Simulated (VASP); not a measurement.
Given:

```
CELL_PARAMETERS angstrom
      0.00000     2.32200     2.32200
      2.32200     0.00000     2.32200
      2.32200     2.32200     0.00000
ATOMIC_POSITIONS crystal
  Pd 0.00000 0.00000 0.00000
  C  0.50000 0.50000 0.50000
```

Method: PBEsol GGA, VASP's PBE PAW potentials (set 64) (plane waves; VASP 6.6.1). Settings: 520 eV cut-off, 12×12×12 Γ-centred mesh, first-order Methfessel-Paxton smearing of 0.10 eV, potentials Pd C.

Energy and stress use the plane-wave basis of the starting cell.

**Question.** The ions, cell shape and volume are relaxed. Predict the relaxed structure.

**Answer.** 
```
CELL_PARAMETERS angstrom
      0.00000     2.18309     2.18309
      2.18309     0.00000     2.18309
      2.18309     2.18309     0.00000
ATOMIC_POSITIONS crystal
  Pd 0.00000 0.00000 0.00000
  C  0.50000 0.50000 0.50000
```
Space group Fm-3m (225), at a tolerance of 0.03 Å.

**Question.** How do energy and volume change from the first to the last step?

**Answer.** The energy (σ→0) changes by -233.3 meV/atom and the volume by -16.9 %, in 7 ionic steps.

| step | E(σ→0) (eV) | max force (eV/Å) | pressure (GPa) | volume (Å³) |
|---|---|---|---|---|
| 1 | -12.3635 | 0.000 | -28.76 | 25.04 |
| 2 | -12.3438 | 0.000 | 59.49 | 17.75 |
| 3 | -12.8297 | 0.000 | -1.19 | 20.91 |
| 4 | -12.8300 | 0.000 | -0.27 | 20.83 |
| 5 | -12.8299 | 0.000 | 0.70 | 20.75 |
| 6 | -12.8299 | 0.000 | -0.80 | 20.88 |
| 7 | -12.8301 | 0.000 | -0.01 | 20.81 |

The structure was generated: PdC was put into the rock salt type (Fm-3m), which need not be its known phase. This run relaxes it. Symmetry was kept, so distortions that lower it aren't found.
